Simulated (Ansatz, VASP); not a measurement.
**Al2O3 in two plane-wave programs**

One calculation is typed for both programs; each brings its own data sets. How far apart do they land? Of the first pair: The structure shown is frame 165 of Ansatz's trajectory.

Method: plane waves, with VASP 6.6.1 beside it; single point at PBEsol, in Ansatz 0.2.0.

### Step 1. Set-up

The cell holds 35 atoms: 14 Al and 21 O. Its edges and angles: a = 7.258 Å, b = 7.258 Å, c = 7.258 Å, α = 90.0°, β = 90.0°, γ = 90.0°. Kind glass; density_g_cm3 3.1; melt_temperature_k 3500; route random start, relaxed, short melt, two cooling runs, relaxed.

### Step 2. Ansatz: dynamics, PBEsol

Ansatz runs on its PAW soft_1 files.

One frame of this run of dynamics is then solved in both programs, so the motion causes no difference.

input.yaml

```yaml
crystal:
  lattice:
    - [7.2578599433, 0.0, 0.0]
    - [0.0, 7.2578599433, 0.0]
    - [0.0, 0.0, 7.2578599433]
  atoms:
    - { symbol: Al, position: [0.60216759, 0.34548586, 0.43541375] }
    - { symbol: Al, position: [0.35324559, 0.99420808, 0.58698212] }
    - { symbol: Al, position: [-0.03610555, 0.86938658, 0.83340861] }
    - { symbol: Al, position: [0.76953483, 0.02795163, 0.1656633] }
    - { symbol: Al, position: [0.92842243, 0.50716024, 0.69369374] }
    - { symbol: Al, position: [0.83358125, 0.41658327, 0.14409647] }
    - { symbol: Al, position: [0.12564089, 0.20047397, 0.93790788] }
    - { symbol: Al, position: [0.3426561, 0.95202099, 0.18720325] }
    - { symbol: Al, position: [0.32367764, 0.50449003, 0.17175958] }
    - { symbol: Al, position: [0.29323244, 0.50731304, 0.64665053] }
    - { symbol: Al, position: [0.60423886, 0.70014054, 0.81567308] }
    - { symbol: Al, position: [0.01966186, 0.85595865, 0.45702301] }
    - { symbol: Al, position: [0.66087966, 0.75919555, 0.42552419] }
    - { symbol: Al, position: [0.5544899, 0.15476711, 0.87730558] }
    - { symbol: O, position: [0.85158698, 0.64034, 0.88837234] }
    - { symbol: O, position: [0.20642696, -0.00073383, 0.39226701] }
    - { symbol: O, position: [0.86095007, 0.80802441, 0.28257792] }
    - { symbol: O, position: [-0.01736476, 1.01837691, 0.02700989] }
    - { symbol: O, position: [0.1740987, -0.01566605, 0.7548524] }
    - { symbol: O, position: [0.10615002, 0.35074513, 0.74039525] }
    - { symbol: O, position: [0.42914854, 0.52442194, 0.85775918] }
    - { symbol: O, position: [0.47341972, 0.7744794, 0.60301494] }
    - { symbol: O, position: [0.83311858, 0.88607979, 0.62007011] }
    - { symbol: O, position: [0.62020183, 0.53082424, 0.23615832] }
    - { symbol: O, position: [0.79124357, 0.22726851, 0.31974852] }
    - { symbol: O, position: [0.08985527, 0.39397826, 0.10928442] }
    - { symbol: O, position: [0.55666354, 0.96302602, 0.30405822] }
    - { symbol: O, position: [0.50851684, 0.18024983, 0.63917436] }
    - { symbol: O, position: [0.09805563, 0.65262268, 0.58454931] }
    - { symbol: O, position: [0.35925397, 0.42044446, 0.41971573] }
    - { symbol: O, position: [0.73869006, 0.26086588, -0.01885129] }
    - { symbol: O, position: [0.27059368, 0.73153961, 0.15087312] }
    - { symbol: O, position: [0.35441246, 0.15432827, 0.03147043] }
    - { symbol: O, position: [0.62510754, 0.920143, -0.06003119] }
    - { symbol: O, position: [0.71432778, 0.52361991, 0.57874732] }
kpoints:
  mp_grid: { grid: [1, 1, 1] }
scf:
  occupations: { method: fermi_dirac, width: 0.1 }
  n_extra_bands: 23
hamiltonian:
  xc: pbesol
  pseudopotentials: { kind: paw, azcp: { folder: soft_1 }, xc_functional: pbe }
output:
  forces: true
basis:
  ecutwfc: 320
md:
  timestep: 1.5
  n_steps: 495
  ensemble: nvt_langevin
  temperature: 3500
  seed: 1
```

Run with:

```bash
$ ansatz run input.yaml --threads 8 --pin off --max-ram 23552MiB --backend cpu --events-out ev --progress --plain --runs-dir out
```

Numbers of over 12 decimals in the logs are rounded to 6 here.

What it wrote:

```text
Warning: md: disabling space-group detection — thermal motion breaks the input geometry's symmetry, so no spatial operation reduces the k-mesh or symmetrises the density; time reversal is kept, so that k and −k are solved as one point where they differ and the mesh holds both, and exact exchange and, on two spinor components, a DFT+U term hold to it where the run has them: on two components no moment then forms, and  [...]
Warning: basis.ecutwfc = 320 eV is below the records' recommended 420 eV, and the density's cutoff is lower with it unless basis.ecutrho_ratio is high enough to keep the records' density cutoff: compare with a run at a higher cutoff
scf.n_extra_bands = 23 over 84 filled bands (N_el = 168.0): the run solves 107 bands
Engine: ansatz 0.2.0, aarch64-unknown-linux-gnu
Pseudopotentials: kind: paw
Pseudopotential: Al, paw, valence charge 3, recommended cutoff 420 eV (normal), soft_1/Al.paw.azcp
Pseudopotential: O, paw, valence charge 6, recommended cutoff 420 eV (normal), soft_1/O.paw.azcp
Functional definition: PBEsol
  exchange = pbesol_x
  correlation = pbesol_c
Crystal: 35 atoms, lattice volume = 382.319 Å³
Basis set: ecut = 320 eV, 4945 PW (Γ), exchange–correlation on 90×90×90 points (8 copies of the dense FFT grid, shifted against one another)
Bands: 107, of which v1, the nominal top of the filled ones, is band 84 counted from 1 (83 counted from 0)
Symmetry: 1 space group operations
k-points: 1
Non-local potential: Al, projectors of the file, l = 0: 2, l = 1: 2, l = 2: 1
Non-local potential: O, projectors of the file, l = 0: 2, l = 1: 2, l = 2: 1
PAW form: soft (Blöchl's): semilocal exchange-correlation on the pseudo side does not see the compensation charge
PAW frozen core: Al, regenerated for the run's functional, and the local potential with it (the file was generated under x = pbe(κ = 0.804, μ = 0.219515), c = pbe(β = 0.066725))
PAW frozen core: O, regenerated for the run's functional, and the local potential with it (the file was generated under x = pbe(κ = 0.804, μ = 0.219515), c = pbe(β = 0.066725))
PAW one-centre angular grid: Al, 110 points (default); XC on 64 Gauss nodes
PAW one-centre angular grid: O, 110 points (default); XC on 64 Gauss nodes
Initial density: superposition of atomic densities (chi_scale 0.1, normalization cell, long waves kept (reshape's long-wave potential 0.06 eV rms))
Initial wavefunctions: pseudopotential atomic-orbital guess
Functional: x = pbesol(κ = 0.804, μ = 0.123457), c = pbesol(β = 0.046)
SCF iter   1: F=—  HF=-19176.442355 eV  |F-HF|=—  |Δ(HF+E_count)|=         —  Δρ=1.10e-1  dr2=5.10e1  ethr=3.10e-3  ⟨swp⟩=6.0  Hψ=442  notcnv=0  defer=1
preconditioner: auto → Resta (q_TF=auto, 2.379 Å⁻¹)  ε∞=3.6  [insulator: Δε(μ)=4.834 eV  Ē_g=15.414 eV  σ=0.100 eV  W_gap=1.00  n_scr=80 (ndim 8)  ℏωp=24.6 eV  f_vac=0.003  D(μ)=0.00/eV (n_scr^D=0)  ε∞_Penn≈3.6]
SCF iter   2: F=—  HF=-19162.839308 eV  |F-HF|=—  |Δ(HF+E_count)|=    1.36e1  Δρ=4.44e-2  dr2=4.25e0  ethr=3.10e-3  ⟨swp⟩=3.0  Hψ=217  notcnv=0  defer=18
SCF iter   3: F=—  HF=-19161.828221 eV  |F-HF|=—  |Δ(HF+E_count)|=    1.01e0  Δρ=2.07e-2  dr2=1.28e0  ethr=2.53e-3  ⟨swp⟩=2.0  Hψ=94  notcnv=0  defer=18
SCF iter   4: F=—  HF=-19161.584988 eV  |F-HF|=—  |Δ(HF+E_count)|=   2.43e-1  Δρ=3.55e-3  dr2=3.84e-2  ethr=7.64e-4  ⟨swp⟩=3.0  Hψ=169  notcnv=0  defer=18
SCF iter   5: F=—  HF=-19161.587350 eV  |F-HF|=—  |Δ(HF+E_count)|=   2.36e-3  Δρ=1.56e-3  dr2=8.34e-3  ethr=2.29e-5  ⟨swp⟩=2.0  Hψ=191  notcnv=0  defer=18
SCF iter   6: F=—  HF=-19161.591413 eV  |F-HF|=—  |Δ(HF+E_count)|=   4.06e-3  Δρ=5.87e-4  dr2=1.31e-3  ethr=4.97e-6  ⟨swp⟩=2.0  Hψ=156  notcnv=0  defer=18
SCF iter   7: F=—  HF=-19161.592459 eV  |F-HF|=—  |Δ(HF+E_count)|=   1.05e-3  Δρ=3.17e-4  dr2=3.45e-4  ethr=7.77e-7  ⟨swp⟩=2.0  Hψ=162  notcnv=0  defer=18
SCF iter   8: F=—  HF=-19161.592553 eV  |F-HF|=—  |Δ(HF+E_count)|=   9.31e-5  Δρ=5.60e-5  dr2=1.70e-5  ethr=2.05e-7  ⟨swp⟩=2.0  Hψ=162  notcnv=0  defer=18
SCF iter   9: F=—  HF=-19161.592447 eV  |F-HF|=—  |Δ(HF+E_count)|=   1.05e-4  Δρ=3.95e-5  dr2=4.85e-6  ethr=1.01e-8  ⟨swp⟩=2.0  Hψ=173  notcnv=0  defer=18
SCF iter  10: F=—  HF=-19161.592447 eV  |F-HF|=—  |Δ(HF+E_count)|=   6.64e-8  Δρ=1.04e-5  dr2=4.26e-7  ethr=2.89e-9  ⟨swp⟩=2.0  Hψ=156  notcnv=0  defer=18
SCF iter  11: F=—  HF=-19161.592448 eV  |F-HF|=—  |Δ(HF+E_count)|=   4.02e-7  Δρ=4.99e-6  dr2=1.00e-7  ethr=2.54e-10  ⟨swp⟩=2.0  Hψ=162  notcnv=0  defer=18
[...]
md step    65: t =    97.50 fs  T =  2453.5 K  F+E_penalty+E_count = -19151.30337459 eV  E_kin = 11.099924 eV  (8 SCF iters)
[...]
md step    66: t =    99.00 fs  T =  2407.8 K  F+E_penalty+E_count = -19150.98631592 eV  E_kin = 10.893094 eV  (8 SCF iters)
[...]
md step    67: t =   100.50 fs  T =  2261.5 K  F+E_penalty+E_count = -19150.68718187 eV  E_kin = 10.231465 eV  (7 SCF iters)
[...]
md step    68: t =   102.00 fs  T =  2200.8 K  F+E_penalty+E_count = -19150.30050275 eV  E_kin = 9.956674 eV  (7 SCF iters)
[...]
md step    69: t =   103.50 fs  T =  2355.5 K  F+E_penalty+E_count = -19149.82776829 eV  E_kin = 10.656485 eV  (8 SCF iters)
[...]
md step    70: t =   105.00 fs  T =  2302.1 K  F+E_penalty+E_count = -19149.34555297 eV  E_kin = 10.415084 eV  (9 SCF iters)
SCF iter   1: F=—  HF=-19148.968678 eV  |F-HF|=—  |Δ(HF+E_count)|=         —  Δρ=9.82e-4  dr2=2.74e-3  ethr=1.32e-5  ⟨swp⟩=5.0  Hψ=296  notcnv=0  defer=16
preconditioner: auto → Resta (q_TF=auto, 2.379 Å⁻¹)  ε∞=4.3  [insulator: Δε(μ)=1.958 eV  Ē_g=13.465 eV  σ=0.100 eV  W_gap=1.00  n_scr=80 (ndim 8)  ℏωp=24.6 eV  f_vac=0.028  D(μ)=0.00/eV (n_scr^D=0)  ε∞_Penn≈4.3]
SCF iter   2: F=—  HF=-19148.968022 eV  |F-HF|=—  |Δ(HF+E_count)|=   6.56e-4  Δρ=4.37e-4  dr2=6.18e-4  ethr=1.63e-6  ⟨swp⟩=3.0  Hψ=201  notcnv=0  defer=16
SCF iter   3: F=—  HF=-19148.967868 eV  |F-HF|=—  |Δ(HF+E_count)|=   1.54e-4  Δρ=2.08e-4  dr2=1.41e-4  ethr=3.68e-7  ⟨swp⟩=2.0  Hψ=152  notcnv=0  defer=16
SCF iter   4: F=—  HF=-19148.967824 eV  |F-HF|=—  |Δ(HF+E_count)|=   4.39e-5  Δρ=4.43e-5  dr2=7.18e-6  ethr=8.41e-8  ⟨swp⟩=3.0  Hψ=157  notcnv=0  defer=16
SCF iter   5: F=—  HF=-19148.967624 eV  |F-HF|=—  |Δ(HF+E_count)|=   2.00e-4  Δρ=2.96e-5  dr2=2.96e-6  ethr=4.27e-9  ⟨swp⟩=2.0  Hψ=175  notcnv=0  defer=16
SCF iter   6: F=—  HF=-19148.967624 eV  |F-HF|=—  |Δ(HF+E_count)|=   4.78e-7  Δρ=6.70e-6  dr2=1.81e-7  ethr=1.76e-9  ⟨swp⟩=2.0  Hψ=156  notcnv=0  defer=16
SCF iter   7: F=—  HF=-19148.967624 eV  |F-HF|=—  |Δ(HF+E_count)|=   2.56e-8  Δρ=3.45e-6  dr2=4.10e-8  ethr=2.08e-11  ⟨swp⟩=4.0  Hψ=357  notcnv=0
SCF iter   8: F=-19148.967624 eV  HF=-19148.967624 eV  |F-HF|=9.30e-9  |Δ(HF+E_count)|=   5.23e-9  Δρ=2.17e-6  dr
```

The column dr2 measures how far the density is from self-consistency, as an energy; F and HF (Harris–Foulkes) agree once it is small.

### Step 3. VASP: single point, PBEsol, pair 1

The same cell, functional, mesh and smearing now go to VASP, with its own data sets.

Lines of VASP's logs that name or quote its potential files are left out, and so is its time.

INCAR

```
SYSTEM = Al2O3
PREC = Accurate
ENCUT = 520
EDIFF = 1E-06
NELM = 120
ISMEAR = -1
SIGMA = 0.1
LREAL = Auto
ALGO = Normal
GGA = PS
NBANDS = 108
LORBIT = 11
LWAVE = .FALSE.
LCHARG = .FALSE.
ISIF = 2
LASPH = .TRUE.
GGA_COMPAT = .FALSE.
EFERMI = MIDGAP
```

POSCAR

```
Al2O3
1.0
    7.2578599433      0.0000000000      0.0000000000
    0.0000000000      7.2578599433      0.0000000000
    0.0000000000      0.0000000000      7.2578599433
Al O
14 21
Direct
    0.5851398392      0.3114993976      0.4178905385
    0.3858696671      0.9305307698      0.5900148299
    0.9394621826      0.8169278611      0.8559516233
    0.7990508284      0.9091380923      0.1422973174
    0.9138542286      0.4304928759      0.7545393605
    0.8105910070      0.3566669818      0.1200472325
    0.1123395886      0.1424840116      0.9248449340
    0.3910041007      0.9187518156      0.1624995535
    0.2833313147      0.5173812983      0.1285570412
    0.1550204893      0.2623829910      0.4792110935
    0.4914466562      0.6955236171      0.8764839842
    0.0056659953      0.8533570568      0.5005835092
    0.6734974274      0.6729157132      0.4607575823
    0.5175823217      0.2503983287      0.8494640360
    0.8649308541      0.6113643739      0.9312058999
    0.1929741013      0.0247304304      0.4538363961
    0.8980258714      0.7553772108      0.2973373717
    0.9728880136      0.9637143806      0.0138871514
    0.1404251402      0.8630953190      0.7338620532
    0.1115080763      0.2551205196      0.7340705169
    0.4475627837      0.4699674596      0.9369084073
    0.4735394492      0.7163512441      0.6366495132
    0.8040593296      0.8086656461      0.6352579185
    0.6511758338      0.4929710725      0.2767620229
    0.7557985471      0.1739460405      0.2767188973
    0.0647706078      0.3656266476      0.0399550284
    0.5291065176      0.9213556134      0.3485537086
    0.4795799350      0.1760130410      0.6062105131
    0.0287123204      0.4736589059      0.5418234894
    0.3486380310      0.3735726538      0.3252586876
    0.7486055177      0.2471790602      0.9086291269
    0.2971331793      0.7369613139      0.0635509646
    0.3435483764      0.0926222062      0.0013586650
    0.6274558941      0.8125047943      0.0390723991
    0.7117228826      0.4091014463      0.6204002330
```

KPOINTS

```
Automatic mesh
0
Gamma
1 1 1
0 0 0
```

The projector-augmented-wave data sets are Al and O (PBE family, release 64).

Run with:

```bash
$ mpirun -np 4 vasp_gam
```

What it wrote:

```text
[banner, memory and clock lines left out]
running    4 mpi-ranks, on    1 nodes
[...]
|                                                                             |
|               ----> ADVICE to this user running VASP <----                  |
|                                                                             |
|     You enforced a specific xc type in the INCAR file but a different       |
|     [... a line on the potential file left out ...]
|     I HOPE YOU KNOW WHAT YOU ARE DOING!                                     |
|                                                                             |

 LDA part: xc-table for (Slater+PW92), standard interpolation
 POSCAR, INCAR and KPOINTS ok, starting setup
[...]
entering main loop
       N       E                     dE             d eps       ncg     rms          rms(c)
DAV:   1     0.149917085070E+04    0.14992E+04   -0.97351E+04   216   0.153E+03
DAV:   2    -0.159611149887E+03   -0.16588E+04   -0.16051E+04   296   0.360E+02
DAV:   3    -0.290132646255E+03   -0.13052E+03   -0.12959E+03   248   0.108E+02
DAV:   4    -0.292563944312E+03   -0.24313E+01   -0.24233E+01   272   0.161E+01
[...]
DAV:  15    -0.254784345459E+03   -0.52399E-05   -0.20130E-05   248   0.194E-02    0.565E-03
DAV:  16    -0.254784347198E+03   -0.17387E-05   -0.48879E-06   248   0.872E-03    0.395E-03
DAV:  17    -0.254784347357E+03   -0.15959E-06   -0.93423E-07   168   0.432E-03
   1 F= -.25478435E+03 E0= -.25478011E+03  d E =-.848173E-02
```

OUTCAR, selected parts (step 3):

```text
  Total        0.5846711     11.2009007      9.1485307      4.4574621     -8.6160263      6.5826168
  in kB        2.4501714     46.9394264     38.3385941     18.6798117    -36.1070368     27.5856618
  external PRESSURE =      29.2427307 kB  Pullay stress =       0.0000000 kB

 POSITION                                       TOTAL-FORCE (eV/Angst)
 -----------------------------------------------------------------------------------
      4.24686      2.26082      3.03299         0.743850     -1.398954      1.503259
      2.80059      6.75366      4.28224        -0.561786      2.732448     -2.288927
      6.81848      5.92915      6.21238        -0.511643     -4.601886     -6.256485
      5.79940      6.59840      1.03277        -1.756075      2.597601      7.010515
      6.63263      3.12446      5.47634        -0.407911     -0.474232     -0.491398
      5.88316      2.58864      0.87129         0.596341      1.858564      0.335445
      0.81535      1.03413      6.71240         0.928689     -0.513533      3.110200
      2.83785      6.66817      1.17940         1.878962      2.073382     -0.038163
      2.05638      3.75508      0.93305        -0.779650     -5.397584      0.115052
      1.12512      1.90434      3.47805         0.780540      3.975179      1.578611
      3.56685      5.04801      6.36140         0.785909     -1.152843      0.595835
      0.04112      6.19355      3.63316         0.419251     -1.139663      0.348846
      4.88815      4.88393      3.34411         1.247299     -0.481167      0.206373
      3.75654      1.81736      6.16529        -0.244357      0.731521     -1.488102
[...]
-----------------------------------------------------------------------------------
    total drift:                               -0.004206     -0.001689      0.006854

  FREE ENERGIE OF THE ION-ELECTRON SYSTEM (eV)
  ---------------------------------------------------
  free  energy   TOTEN  =      -254.7843473572 eV

  energy  without entropy=     -254.7758656242  energy(sigma->0) =     -254.78010649

[... 3 further parts left out ...]
[key lines of the parts left out:]
E-fermi :   5.9746
```

The run ends at a pressure of 2.92 GPa, with forces up to 7.8 eV/Å.

### Step 4. Side by side

Known differences besides the potentials themselves: the cutoff is 320 eV in Ansatz and 520 eV in VASP (PREC = Accurate, projectors in real space); Ansatz makes its cores anew for this functional, VASP keeps those of its PBE data sets; Ansatz's log warns that its cutoff lies below the recommended one. Total energies have different zeros and are not compared.

Forces on 8 of the 35 atoms, those with the largest forces and the largest differences (eV/Å; atoms numbered as in POSCAR):

| atom | Ansatz x, y, z | VASP x, y, z |
| --- | --- | --- |
| Al2 | -0.551, 2.756, -2.311 | -0.562, 2.732, -2.289 |
| Al3 | -0.500, -4.564, -6.207 | -0.512, -4.602, -6.256 |
| Al4 | -1.735, 2.537, 6.918 | -1.756, 2.598, 7.011 |
| Al9 | -0.748, -5.399, 0.131 | -0.780, -5.398, 0.115 |
| Al10 | 0.763, 4.001, 1.596 | 0.781, 3.975, 1.579 |
| O18 | 2.855, 4.732, 1.492 | 2.945, 4.860, 1.526 |
| O19 | 1.242, 0.048, -1.440 | 1.336, 0.082, -1.446 |
| O34 | -3.741, 0.739, -2.931 | -3.798, 0.720, -2.995 |

The forces differ by 38 meV/Å r.m.s., which is 1.9 % of the r.m.s. force of 1.947 eV/Å (both taken over all components).

### Step 5. Ansatz: dynamics, PBEsol

One frame of this run of dynamics is then solved in both programs, so the motion causes no difference.

The structure compared here is frame 330 of Ansatz's trajectory.

input.yaml is that of step 2.

Run with:

```bash
$ ansatz run input.yaml --threads 8 --pin off --max-ram 23552MiB --backend cpu --events-out ev --progress --plain --runs-dir out
```

What it wrote:

```text
[...]
Crystal: 35 atoms, lattice volume = 382.319 Å³
Basis set: ecut = 320 eV, 4945 PW (Γ), exchange–correlation on 90×90×90 points (8 copies of the dense FFT grid, shifted against one another)
Bands: 107, of which v1, the nominal top of the filled ones, is band 84 counted from 1 (83 counted from 0)
Symmetry: 1 space group operations
k-points: 1
[...]
SCF iter   1: F=—  HF=-19176.442355 eV  |F-HF|=—  |Δ(HF+E_count)|=         —  Δρ=1.10e-1  dr2=5.10e1  ethr=3.10e-3  ⟨swp⟩=6.0  Hψ=442  notcnv=0  defer=1
[...]
md step    65: t =    97.50 fs  T =  2453.5 K  F+E_penalty+E_count = -19151.30337459 eV  E_kin = 11.099924 eV  (8 SCF iters)
[...]
md step    66: t =    99.00 fs  T =  2407.8 K  F+E_penalty+E_count = -19150.98631592 eV  E_kin = 10.893094 eV  (8 SCF iters)
[...]
md step    69: t =   103.50 fs  T =  2355.5 K  F+E_penalty+E_count = -19149.82776829 eV  E_kin = 10.656485 eV  (8 SCF iters)
[...]
md step    70: t =   105.00 fs  T =  2302.1 K  F+E_penalty+E_count = -19149.34555297 eV  E_kin = 10.415084 eV  (9 SCF iters)
[...]
```

(Part 1 of 2 ends here.)

[Lines on the potential files, build, host, timing and source positions are cut from VASP's logs without a mark.]

[Logs are printed without paths, hosts, clocks, repeated set-up lines and the standing remarks that a program may print on its own settings, such as how far it seeks lower states.]

[Hosts, paths, dates, database ids (printed as entryN), source tags and the programs' standing remarks are cut or masked in the printed files.]
